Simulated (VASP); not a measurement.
Here is the system:

```yaml
crystal:
  lattice:
    - [3.11746, 0.00000, 0.00000]
    - [-1.55873, 2.69980, 0.00000]
    - [0.00000, 0.00000, 5.06149]
  atoms:
    - { symbol: Cl, position: [0.33333, 0.66667, 0.25000] }
    - { symbol: Cl, position: [0.66667, 0.33333, 0.75000] }
```

Calculation: PBE GGA, VASP's PBE PAW potentials (set 64) (plane waves; VASP). Settings: 300 eV cut-off, 6×6×4 Γ-centred mesh, Fermi-Dirac smearing of 0.10 eV, potentials Cl.

Question: Predict the energy per atom (σ→0), band gap (on the k-mesh) with the smallest direct gap where there is one.

Answer: 
The band gap (on the k-mesh) is none (metal, semimetal or under 0.01 eV) and the energy per atom (σ→0) comes out as -0.897 eV/atom.

The structure was generated: Cl2 was put into an ordered model structure, which need not be its known phase. The cell was not relaxed at this level. The k-mesh is coarse (spacing up to 0.39 per Å, 2π included), so the numbers may not be converged in it.
